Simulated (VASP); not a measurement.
Set up this calculation in VASP 6.6.1, as the native input.

```
Task                   : single point
Functional             : PBE
Potentials or basis    : VASP PAW PBE potentials, release 64 (Mg, O)
Cutoff                 : 520 eV
k mesh                 : 8 × 8 × 8
Occupations            : fermi-dirac, width 0.01 eV
Spin                   : no spin polarisation
Dipole correction      : no
Further INCAR settings : ALGO = Normal; EDIFF = 1e-07; NBANDS = 11
```

The structure of MgO lies in POSCAR:

```
MgO
1.0
    0.0000000000      2.1652500000      2.1652500000
    2.1652500000      0.0000000000      2.1652500000
    2.1652500000      2.1652500000      0.0000000000
Mg O
1 1
Direct
    0.0000000000      0.0000000000      0.0000000000
    0.5000000000      0.5000000000      0.5000000000
```

One way to write it, as run:

INCAR

```
  ALGO = Normal
  EDIFF = 1E-7
  ENCUT = 520
  GGA = PE
  ISIF = 2
  ISMEAR = -1
  LASPH = T
  LCHARG = F
  LREAL = F
  LWAVE = F
  NBANDS = 11
  NELM = 100
  PREC = Accurate
  SIGMA = 0.01
```

KPOINTS

```
k-points
0
Gamma
  8 8 8
```

Potentials or basis: VASP PAW PBE potentials, release 64 (Mg, O).

Launch:

```bash
$ cat potpaw_PBE.64/Mg/POTCAR potpaw_PBE.64/O/POTCAR > POTCAR
$ mpirun -np 1 vasp_std > vasp.out
```

It gave:

```yaml
Pressure: -7.9 GPa
Band_gap_on_the_k_mesh: 3.96 eV, direct
```

Wall time 3.1 s on 1 thread of Intel(R) Xeon(R) 6975P-C (Granite Rapids), with other jobs on the host, peak memory 0.13 GiB.
